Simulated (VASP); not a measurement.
# CeRh3C (Pm-3m) in VASP: reference runs

Aim: a first look at CeRh3C with PBE, on the cell as given and on a disturbed one.

Everything below comes from runs of VASP 6.6.1. Logs are shortened: lines on timing, memory, paths and dates and some standing lists are left out, and cuts for length are marked.

## (1) Starting point

The structure is cubic, space group Pm-3m (No. 221). The conventional cell has a = 4.229 Å, b = 4.229 Å, c = 4.229 Å, α = 90.00°, β = 90.00°, γ = 90.00°. Ce (site symmetry m-3m) is surrounded by 12 Rh at 2.99 Å. Around Rh (site symmetry 4/mmm) lie 2 C at 2.11 Å. C (site symmetry m-3m) has 6 Rh at 2.11 Å as nearest neighbours.

The cell is a database's computed one.

## (2) Single point, PBE, collinear spin, ferromagnetic start

INCAR reads:

```
PREC = Accurate
ENCUT = 520
EDIFF = 1E-7
ISMEAR = -1
SIGMA = 0.05
LREAL = F
LASPH = T
NELM = 150
ALGO = Normal
ISIF = 2
LWAVE = F
LCHARG = T
ISPIN = 2
MAGMOM = 1 0.6 0.6 0.6 0
LORBIT = 11
LMAXMIX = 6
GGA = PE
LELF = T
LVHAR = T
NBANDS = 42
```

KPOINTS reads:

```
regular mesh
0
Gamma
  6 6 6
```

POSCAR reads:

```
CeRh3C
1.0
    4.2285480000      0.0000000000      0.0000000000
    0.0000000000      4.2285480000      0.0000000000
    0.0000000000      0.0000000000      4.2285480000
Ce Rh C
1 3 1
Direct
    0.0000000000      0.0000000000      0.0000000000
    0.5000000000      0.0000000000      0.5000000000
    0.5000000000      0.5000000000      0.0000000000
    0.0000000000      0.5000000000      0.5000000000
    0.5000000000      0.5000000000      0.5000000000
```

Potentials or basis: VASP PAW PBE potentials, release 64 (Ce, Rh_pv, C).

On the command line:

```bash
> cat potpaw_PBE.64/Ce/POTCAR potpaw_PBE.64/Rh_pv/POTCAR potpaw_PBE.64/C/POTCAR > POTCAR
> mpirun -np 1 vasp_std > vasp.out
```

OUTCAR:

```text
PREC = Accurate
   ENCUT = 520
   EDIFF = 1E-7
   ISMEAR = -1
   LREAL = F
   LASPH = T
   NELM = 150
   ISIF = 2
   ISPIN = 2
   LORBIT = 11
   GGA = PE

 ion  position               nearest neighbor table
   1  0.000  0.000  0.000-   2 2.99   3 2.99   4 2.99   2 2.99   4 2.99   3 2.99   4 2.99   4 2.99
                             2 2.99   3 2.99   2 2.99   3 2.99
   2  0.500  0.000  0.500-   5 2.11   5 2.11   4 2.99   1 2.99   1 2.99   3 2.99   3 2.99   4 2.99
                             3 2.99   3 2.99   1 2.99   4 2.99   1 2.99   4 2.99
   3  0.500  0.500  0.000-   5 2.11   5 2.11   4 2.99   1 2.99   2 2.99   4 2.99   2 2.99   1 2.99
                             2 2.99   2 2.99   1 2.99   4 2.99   4 2.99   1 2.99
   4  0.000  0.500  0.500-   5 2.11   5 2.11   3 2.99   1 2.99   1 2.99   3 2.99   1 2.99   2 2.99
                             1 2.99   2 2.99   3 2.99   2 2.99   3 2.99   2 2.99
   5  0.500  0.500  0.500-   2 2.11   3 2.11   4 2.11   3 2.11   2 2.11   4 2.11

  LATTYP: Found a simple cubic cell.
 ALAT       =     4.2285480000

  Lattice vectors:

 A1 = (   4.2285480000,   0.0000000000,   0.0000000000)
 A2 = (   0.0000000000,   4.2285480000,   0.0000000000)
 A3 = (   0.0000000000,   0.0000000000,   4.2285480000)

Analysis of symmetry for initial positions (statically):
=====================================================================
 Subroutine PRICEL returns:
 Original cell was already a primitive cell.

 Routine SETGRP: Setting up the symmetry group for a
 simple cubic supercell.

 Subroutine GETGRP returns: Found 48 space group operations
 (whereof 48 operations were pure point group operations)
 out of a pool of 48 trial point group operations.

The static configuration has the point symmetry O_h .

Analysis of symmetry for dynamics (positions and initial velocities):
=====================================================================
 Subroutine PRICEL returns:
 Original cell was already a primitive cell.

 Routine SETGRP: Setting up the symmetry group for a
 simple cubic supercell.

 Subroutine GETGRP returns: Found 48 space group operations
 (whereof 48 operations were pure point group operations)
 out of a pool of 48 trial point group operations.

The dynamic configuration has the point symmetry O_h .

Analysis of structural, dynamic, and magnetic symmetry:
=====================================================================
 Subroutine PRICEL returns:
 Original cell was already a primitive cell.

 Routine SETGRP: Setting up the symmetry group for a
 simple cubic supercell.

 Subroutine GETGRP returns: Found 48 space group operations
 (whereof 48 operations were pure point group operations)
 out of a pool of 48 trial point group operations.

The overall configuration has the point symmetry O_h .

 Subroutine INISYM returns: Found 48 space group operations
 (whereof 48 operations are pure point group operations),
 and found     1 'primitive' translations

----------------------------------------------------------------------------------------

                                     Primitive cell

  volume of cell :      75.6091

  direct lattice vectors                    reciprocal lattice vectors
     4.228548000  0.000000000  0.000000000     0.236487797  0.000000000  0.000000000
     0.000000000  4.228548000  0.000000000     0.000000000  0.236487797  0.000000000
     0.000000000  0.000000000  4.228548000     0.000000000  0.000000000  0.236487797

  length of vectors
     4.228548000  4.228548000  4.228548000     0.236487797  0.236487797  0.236487797

  position of ions in fractional coordinates (direct lattice)
     0.000000000  0.000000000  0.000000000
     0.500000000  0.000000000  0.500000000
     0.500000000  0.500000000  0.000000000
     0.000000000  0.500000000  0.500000000
     0.500000000  0.500000000  0.500000000

  ion indices of the primitive-cell ions
   primitive index   ion index
                 1           1
                 2           2
                 3           3
                 4           4
                 5           5

[... 48 lines left out ...]
   k-points           NKPTS =     20   k-points in BZ     NKDIM =     20   number of bands    NBANDS=     42
   number of dos      NEDOS =    301   number of ions     NIONS =      5
   total plane-waves  NPLWV =  32768
   dimension x,y,z NGX =    32 NGY =   32 NGZ =   32
   dimension x,y,z NGXF=    64 NGYF=   64 NGZF=   64
   ions per type =               1   3   1
   NGX,Y,Z   is equivalent  to a cutoff of  12.58, 12.58, 12.58 a.u.
   NGXF,Y,Z  is equivalent  to a cutoff of  25.16, 25.16, 25.16 a.u.
 SYSTEM =  unknown system
   PREC   = accura    normal or accurate (medium, high low for compatibility)
   ISTART =      0    job   : 0-new  1-cont  2-samecut
   ICHARG =      2    charge: 1-file 2-atom 10-const
   ISPIN  =      2    spin polarized calculation?
   LNONCOLLINEAR =      F non collinear calculations
   LSORBIT =      F    spin-orbit coupling
   LASPH  =      T    aspherical Exc in radial PAW
   ENCUT  =  520.0 eV  38.22 Ry    6.18 a.u.   7.86  7.86  7.86*2*pi/ulx,y,z
   NELM   =    150;   NELMIN=  2; NELMDL= -5     # of ELM steps
   EDIFF  = 0.1E-06   stopping-criterion for ELM
   LREAL  =      F    real-space projection
   EDIFFG = 0.1E-05   stopping-criterion for IOM
   NSW    =      0    number of steps for IOM
   IBRION =     -1    ionic relax: 0-MD 1-quasi-New 2-CG
   NFREE  =      0    steps in history (QN), initial steepest desc. (CG)
   ISIF   =      2    stress and relaxation
   ISYM   =      2    0-nonsym 1-usesym 2-fastsym
   POTIM  = 0.5000    time-step for ionic-motion
   TEBEG  =    0.0;   TEEND  =   0.0 temperature during run
   PSTRESS=    0.0 pullay stress
   NELECT =      61.0000    total number of electrons
   NUPDOWN=      -1.0000    fix difference up-down
   EMIN   =  10.00;   EMAX   =-10.00  energy-range for DOS
   EFERMI =   0.00;   METHOD = LEGACY
   ISMEAR =    -1;   SIGMA  =   0.05  broadening in eV -4-tet -1-fermi 0-gaus
   EFERMI_NEDOS =   21; number of points for ismear=-14 and -15
   IALGO  =     38    algorithm
   IMIX   =      4    mixing-type and parameters
     AMIX     =   0.40;   BMIX     =  1.00
     AMIX_MAG =   1.60;   BMIX_MAG =  1.00
  volume/ion in A,a.u.               =      15.12       102.05
  Fermi-wavevector in a.u.,A,eV,Ry     =   1.524030  2.879999 31.601808  2.322667
  Thomas-Fermi vector in A             =   2.632393
   LORBIT       =     11    0 simple, 1 ext, 2 COOP (PROOUT), +10 PAW based schemes
   GGA     = PE    functional components
   LHFCALC =     F    Hartree Fock is set to
   AEXX    =    0.0000 exact exchange contribution
   IVDW    =     0    specifies the selected vdW correction
   LEPSILON=     F    determine dielectric tensor
   LRPA    =     F    only Hartree local field effects (RPA)
 spin polarized calculation
  energy-cutoff  :      520.00
  volume of cell :       75.61
 maximum number of plane-waves:      2054
 NGX is ok and might be reduce to    32
   NGX = 15   NGY = 15   NGZ = 15

 number of electron      60.9999957 magnetization      -0.0033717

 number of electron      60.9999957 magnetization       0.0021013

 Free energy of the ion-electron system (eV)
  ---------------------------------------------------
  ext. energy  EPLUGINS =         0.00000000
  ---------------------------------------------------
  free energy    TOTEN  =       -38.76303621 eV

  energy without entropy =      -38.66996155  energy(sigma->0) =      -38.71649888

 E-fermi :  10.7573     XC(G=0): -12.8137

 val. band max:       10.7542679135   @ k =   0.5000   0.1667   0.0000
 cond. band min:      10.7669628492   @ k =   0.5000   0.5000   0.0000
 fundamental gap:      0.0126949357
 Fermi energy:        10.7572946709

 spin component 1

 k-point     1 :       0.0000    0.0000    0.0000
  band No.  band energies     occupation
      1     -36.2793      1.00000
      2     -36.2793      1.00000
      3     -36.2793      1.00000
      4     -35.8474      1.00000
      5     -35.8474      1.00000
      6     -35.8474      1.00000
[... 889 lines left out ...]
     41      12.8794      0.00000
     42      12.8794      0.00000
 Fermi energy:        10.7572946709

 spin component 2

 k-point     1 :       0.0000    0.0000    0.0000
  band No.  band energies     occupation
      1     -36.2792      1.00000
      2     -36.2792      1.00000
      3     -36.2792      1.00000
      4     -35.8473      1.00000
      5     -35.8473      1.00000
      6     -35.8473      1.00000
[... 889 lines left out ...]
     41      12.8796      0.00000
     42      12.8796      0.00000

------------------------ aborting loop because EDIFF is reached ----------------------------------------

  FORCE on cell =-STRESS in cart. coord.  units (eV):
  Direction    XX          YY          ZZ          XY          YZ          ZX
  --------------------------------------------------------------------------------------
  -------------------------------------------------------------------------------------
  Total       -0.7120991     -0.7120991     -0.7120991     -0.0000000     -0.0000000     -0.0000000
  in kB      -15.0895827    -15.0895827    -15.0895827     -0.0000000     -0.0000000     -0.0000000
  external PRESSURE =     -15.0895827 kB  Pullay stress =       0.0000000 kB

 VOLUME and BASIS-vectors are now :
 -----------------------------------------------------------------------------
  energy-cutoff  :      520.00
  volume of cell :       75.61
      direct lattice vectors                 reciprocal lattice vectors
     4.228548000  0.000000000  0.000000000     0.236487797  0.000000000  0.000000000
     0.000000000  4.228548000  0.000000000     0.000000000  0.236487797  0.000000000
     0.000000000  0.000000000  4.228548000     0.000000000  0.000000000  0.236487797

 POSITION                                       TOTAL-FORCE (eV/Angst)
 -----------------------------------------------------------------------------------
      0.00000      0.00000      0.00000         0.000000      0.000000      0.000000
      2.11427      0.00000      2.11427         0.000000      0.000000      0.000000
      2.11427      2.11427      0.00000         0.000000      0.000000      0.000000
      0.00000      2.11427      2.11427         0.000000      0.000000      0.000000
      2.11427      2.11427      2.11427         0.000000      0.000000      0.000000
 -----------------------------------------------------------------------------------
    total drift:                                0.000000     -0.000000     -0.000000

  FREE ENERGIE OF THE ION-ELECTRON SYSTEM (eV)
  ---------------------------------------------------
  free  energy   TOTEN  =       -38.7630362069 eV

  energy  without entropy=      -38.6699615524  energy(sigma->0) =      -38.71649888

 total charge

# of ion       s       p       d       f       tot
--------------------------------------------------
    1        2.078   5.694   0.935   1.022   9.729
    2        0.364   6.243   7.263   0.000  13.870
    3        0.364   6.243   7.263   0.000  13.870
    4        0.364   6.243   7.263   0.000  13.870
    5        0.863   1.419   0.000   0.000   2.282
--------------------------------------------------
tot          4.033  25.843  22.725   1.022  53.622

 magnetization (x)

# of ion       s       p       d       f       tot
--------------------------------------------------
    1       -0.000  -0.000   0.000   0.002   0.002
    2        0.000   0.000   0.000   0.000   0.000
    3        0.000   0.000   0.000   0.000   0.000
    4        0.000   0.000   0.000   0.000   0.000
    5        0.000   0.000   0.000   0.000   0.000
--------------------------------------------------
tot          0.000   0.000   0.000   0.002   0.002
```

Run time: 3.5 min. Hardware: 1 thread of Intel Xeon 6975P-C (Granite Rapids), shared host; peak memory 0.28 GiB.

Results:

* Free energy: -38.7630 eV
* Pressure: -1.5 GPa
* Band gap on the k mesh: none (metal or under the smearing width)
* Net moment: 0.00 μB per cell
* Valence electrons inside the program's atomic spheres: Ce 9.73; Rh 13.87; C 2.28

Caveat: the magnetic or orbital state may not be the lowest; spin-orbit coupling is left out, which moves the levels of the heavy elements; without U or exact exchange the open f shell lies at the Fermi level, which spoils levels, moments and volumes. The state reached can hang on the start; a lower one may exist.

## (3) Single point, PBE, collinear spin, ferromagnetic start (atoms moved at random, drawn with an rms of 0.05 Å)

INCAR reads:

```
SYSTEM = CeRh3C
  PREC = Accurate
  ENCUT = 520
  EDIFF = 1E-7
  ISMEAR = -1
  SIGMA = 0.05
  LREAL = .False.
  LASPH = .True.
  NELM = 150
  ALGO = Normal
  ISIF = 2
  LWAVE = .False.
  LCHARG = .False.
  ISPIN = 2
  MAGMOM = 1 0.6 0.6 0.6 0
  LORBIT = 11
  LMAXMIX = 6
  GGA = PE
  NBANDS = 42
```

KPOINTS reads:

```
regular mesh
0
Gamma
  6 6 6
  0 0 0
```

POSCAR reads:

```
CeRh3C
1.0
    4.2285480000      0.0000000000      0.0000000000
    0.0000000000      4.2285480000      0.0000000000
    0.0000000000      0.0000000000      4.2285480000
Ce Rh C
1 3 1
Direct
   -0.0048730000      0.0052050000     -0.0014770000
    0.5116530000      0.0011300000      0.4982550000
    0.5025490000      0.4983840000      0.0012320000
   -0.0112400000      0.5098060000      0.4904780000
    0.4912210000      0.4987610000      0.4979390000
```

Potentials or basis: VASP PAW PBE potentials, release 64 (Ce, Rh_pv, C).

On the command line:

```bash
> cat potpaw_PBE.64/Ce/POTCAR potpaw_PBE.64/Rh_pv/POTCAR potpaw_PBE.64/C/POTCAR > POTCAR
> mpirun -np 1 vasp_std > vasp.out
```

It took 26 min on 1 thread of Intel Xeon 6975P-C (Granite Rapids), shared host; peak memory 0.63 GiB.

Results (log left out):

| Quantity | Value |
| --- | --- |
| Free energy | -38.7453 eV |
| Pressure | -1.3 GPa |
| Largest force | 0.287 eV/Å |
| Band gap on the k mesh | none (metal or under the smearing width) |
| Net moment | 0.00 μB per cell |
| Valence electrons inside the program's atomic spheres | Ce 9.73; Rh 13.87; C 2.28 |

Forces on the atoms (eV/Å):
```
Ce   0.205 -0.041 -0.077
Rh  -0.246 -0.009  0.004
Rh  -0.088  0.101 -0.134
Rh   0.240 -0.093  0.127
C   -0.110  0.042  0.080
```

Stress tensor (GPa, compression positive):
```
-1.16 -0.20  0.09
-0.20 -1.32  0.01
 0.09  0.01 -1.50
```

Levels at points of the mesh, in eV from the Fermi level:
Spin up:
```tsv
k point	band 28	band 29	band 30	band 31	band 32	band 33
(0.00, 0.00, 0.00)	-1.90	-0.57	-0.52	-0.51	-0.50	0.08
(0.50, 0.00, 0.00)	-1.97	-1.54	-0.51	0.12	0.13	0.33
(0.00, 0.50, 0.00)	-1.99	-1.56	-0.54	0.12	0.14	0.31
(0.00, 0.00, 0.50)	-1.99	-1.54	-0.56	0.14	0.16	0.31
(0.50, 0.50, 0.00)	-2.07	-1.83	-1.40	0.01	0.02	0.31
(0.00, 0.50, 0.50)	-2.08	-1.77	-1.38	0.01	0.02	0.31
(0.50, 0.00, 0.50)	-2.07	-1.84	-1.40	0.02	0.02	0.31
(0.50, 0.50, 0.50)	-0.70	-0.69	0.08	0.08	0.09	0.16
```
Spin down:
| k point | band 27 | band 28 | band 29 | band 30 | band 31 | band 32 | band 33 | band 34 |
| --- | --- | --- | --- | --- | --- | --- | --- | --- |
| (0.00, 0.00, 0.00) | -1.98 | -1.90 | -0.57 | -0.52 | -0.51 | -0.50 | 0.08 | 0.09 |
| (0.50, 0.00, 0.00) | -2.02 | -1.97 | -1.54 | -0.51 | 0.12 | 0.13 | 0.33 | 0.34 |
| (0.00, 0.50, 0.00) | -2.02 | -1.99 | -1.56 | -0.54 | 0.12 | 0.14 | 0.31 | 0.31 |
| (0.00, 0.00, 0.50) | -2.02 | -1.99 | -1.54 | -0.56 | 0.14 | 0.17 | 0.31 | 0.31 |
| (0.50, 0.50, 0.00) | -2.17 | -2.07 | -1.83 | -1.40 | 0.01 | 0.02 | 0.31 | 0.35 |
| (0.00, 0.50, 0.50) | -2.23 | -2.08 | -1.77 | -1.38 | 0.01 | 0.02 | 0.31 | 0.34 |
| (0.50, 0.00, 0.50) | -2.13 | -2.07 | -1.84 | -1.40 | 0.02 | 0.02 | 0.31 | 0.35 |
| (0.50, 0.50, 0.50) | -0.71 | -0.70 | -0.69 | 0.08 | 0.08 | 0.09 | 0.16 | 0.20 |

Caveat: the magnetic or orbital state may not be the lowest; spin-orbit coupling is left out, which moves the levels of the heavy elements; without U or exact exchange the open f shell lies at the Fermi level, which spoils levels, moments and volumes. The state reached can hang on the start; a lower one may exist.
